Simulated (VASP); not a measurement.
Here is the system:

```
CELL_PARAMETERS angstrom
      3.81407     0.00000     0.00000
     -1.90703     3.30308     0.00000
      0.00000     0.00000    16.70739
ATOMIC_POSITIONS crystal
  Ga 0.33333 0.66667 0.17614
  Ga 0.66667 0.33333 0.82386
  Ga 0.66667 0.33333 0.67614
  Ga 0.33333 0.66667 0.32386
  Se 0.33333 0.66667 0.60613
  Se 0.66667 0.33333 0.39387
  Se 0.66667 0.33333 0.10613
  Se 0.33333 0.66667 0.89387
```

Calculation: PBE GGA, VASP's PBE PAW potentials (set 64) (plane waves; VASP). Run with 300 eV cut-off, 5×5×1 Γ-centred mesh, Gaussian smearing of 0.010 eV, potentials Ga_d Se.

Question: Give the energies of bands 29 to 42 at the high-symmetry points, in eV from the valence-band maximum.

Answer: 
```json
[
 {"band": "29", "Γ": "-1.27", "M": "-3.74", "K": "-4.41", "A": "-1.25", "L": "-3.60", "H": "-4.37"},
 {"band": "30", "Γ": "-1.27", "M": "-3.39", "K": "-4.29", "A": "-1.25", "L": "-3.60", "H": "-4.37"},
 {"band": "31", "Γ": "-1.24", "M": "-2.56", "K": "-4.05", "A": "-1.25", "L": "-2.52", "H": "-3.96"},
 {"band": "32", "Γ": "-1.20", "M": "-2.50", "K": "-3.90", "A": "-1.25", "L": "-2.52", "H": "-3.96"},
 {"band": "33", "Γ": "-1.20", "M": "-2.46", "K": "-2.73", "A": "-1.10", "L": "-2.27", "H": "-2.68"},
 {"band": "34", "Γ": "-1.15", "M": "-2.32", "K": "-2.73", "A": "-1.10", "L": "-2.27", "H": "-2.68"},
 {"band": "35", "Γ": "-1.15", "M": "-2.21", "K": "-2.05", "A": "-1.10", "L": "-2.25", "H": "-2.27"},
 {"band": "36", "Γ": "-1.08", "M": "-2.09", "K": "-2.05", "A": "-1.10", "L": "-2.25", "H": "-2.27"},
 {"band": "37", "Γ": "-1.08", "M": "-2.05", "K": "-2.01", "A": "-0.69", "L": "-1.87", "H": "-1.83"},
 {"band": "38", "Γ": "0.00", "M": "-1.68", "K": "-2.01", "A": "-0.69", "L": "-1.87", "H": "-1.83"},
 {"band": "39", "Γ": "0.90", "M": "1.28", "K": "1.83", "A": "1.41", "L": "1.53", "H": "2.01"},
 {"band": "40", "Γ": "1.70", "M": "1.53", "K": "2.23", "A": "1.41", "L": "1.53", "H": "2.01"},
 {"band": "41", "Γ": "2.18", "M": "1.83", "K": "2.67", "A": "2.21", "L": "1.74", "H": "2.60"},
 {"band": "42", "Γ": "2.25", "M": "1.91", "K": "2.67", "A": "2.21", "L": "1.74", "H": "2.60"}
]
```

The gap is direct, 0.90 eV, from the valence maximum at Γ to the conduction minimum at Γ.

The structure comes from a computed database's GaSe entry, a phase known from measurement. The cell was not relaxed at this level.
